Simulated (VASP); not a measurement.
Output of a VASP run:

File OSZICAR:
```
       N       E                     dE             d eps       ncg     rms          rms(c)
DAV:   1     0.142990844643E+03    0.14299E+03   -0.61992E+03 21193   0.828E+02
DAV:   2    -0.173338279020E+01   -0.14472E+03   -0.12526E+03 15662   0.259E+02
DAV:   3    -0.147734916807E+02   -0.13040E+02   -0.12849E+02 18388   0.509E+01
DAV:   4    -0.149412130368E+02   -0.16772E+00   -0.16765E+00 17687   0.582E+00
DAV:   5    -0.149417354429E+02   -0.52241E-03   -0.52240E-03 17565   0.315E-01    0.723E+00
DAV:   6    -0.131807374305E+02    0.17610E+01   -0.20745E+00 24028   0.162E+01    0.281E+00
DAV:   7    -0.131435620719E+02    0.37175E-01   -0.52448E-02 17072   0.182E+00    0.163E+00
DAV:   8    -0.131227044883E+02    0.20858E-01   -0.21882E-02 18564   0.689E-01    0.378E-01
DAV:   9    -0.131225006070E+02    0.20388E-03   -0.47992E-04 17821   0.275E-01    0.153E-01
DAV:  10    -0.131225994645E+02   -0.98857E-04   -0.91109E-05 18429   0.434E-02    0.235E-02
DAV:  11    -0.131225957357E+02    0.37287E-05   -0.44701E-06 17441   0.151E-02    0.495E-03
DAV:  12    -0.131225961998E+02   -0.46412E-06   -0.50747E-07 18273   0.312E-03    0.494E-03
DAV:  13    -0.131225960827E+02    0.11719E-06   -0.14573E-08 13273   0.724E-04    0.694E-04
DAV:  14    -0.131225960598E+02    0.22871E-07   -0.25811E-09 10748   0.307E-04
   1 F= -.13122596E+02 E0= -.13122596E+02  d E =-.200071E-31
 imaginary and real dielectric function
```

OUTCAR:
```
------------------------ aborting loop because EDIFF is reached ----------------------------------------
  FORCE on cell =-STRESS in cart. coord.  units (eV):
  Direction    XX          YY          ZZ          XY          YZ          ZX
  --------------------------------------------------------------------------------------
  Total        0.0083039      0.0083039      0.0083039     -0.0000000      0.0000000      0.0000000
  in kB        0.5855850      0.5855850      0.5855850     -0.0000000      0.0000000      0.0000000
  external PRESSURE =       0.5855850 kB  Pullay stress =       0.0000000 kB
  volume of cell :       22.72
      direct lattice vectors                 reciprocal lattice vectors
     0.000000000  2.247973185  2.247973185    -0.222422582  0.222422582  0.222422582
     2.247973185  0.000000000  2.247973185     0.222422582 -0.222422582  0.222422582
     2.247973185  2.247973185  0.000000000     0.222422582  0.222422582 -0.222422582
  FREE ENERGIE OF THE ION-ELECTRON SYSTEM (eV)
  ---------------------------------------------------
  free  energy   TOTEN  =       -13.1225960598 eV

  energy  without entropy=      -13.1225960598  energy(sigma->0) =      -13.12259606

 plasma frequency squared (from intraband transitions) (eV^2)
  --------------------------------------------------------------------------------------
       0.000      -0.000       0.000
      -0.000       0.000       0.000
       0.000       0.000       0.000

 plasma frequency squared (from interband transitions, int dw w eps(2)(w)) (eV^2)
  --------------------------------------------------------------------------------------
     599.976       0.000      -0.000      -0.000       0.000       0.000
      -0.000       0.000     599.976       0.000       0.000       0.000
       0.000      -0.000       0.000      -0.000     599.976       0.000
```
(Selected blocks of OUTCAR.)

### POSCAR
```
GaN
1
    0.0000000000     2.2479731852     2.2479731852
    2.2479731852     0.0000000000     2.2479731852
    2.2479731852     2.2479731852    -0.0000000000
Ga N
1 1
Direct
  0.0000000000   0.0000000000   0.0000000000
  0.7500000000   0.7500000000   0.7500000000
```

Reconstruct the remaining input files.

One answer among several that fit: the input of the run itself, PBEsol GGA, plane waves, VASP's PBE PAW potentials (set 64).

### INCAR
```
ALGO = Normal
CSHIFT = 0.1
EDIFF = 1E-7
ENCUT = 520
GGA = PS
ISMEAR = 0
LASPH = T
LCHARG = F
LMAXMIX = 4
LOPTICS = T
LREAL = F
LWAVE = F
NBANDS = 39
NEDOS = 1001
NELM = 100
PREC = Accurate
SIGMA = 0.01
SYSTEM = GaN
```

**KPOINTS**
```
Regular mesh
0
Gamma
 18 18 18
0 0 0
```

POTCAR, in this order: Ga_d N (PBE.64 set). Program: vasp_std.

The structure comes from a computed database's GaN entry (F-43m); how it stands against other phases isn't given here. It was relaxed first.
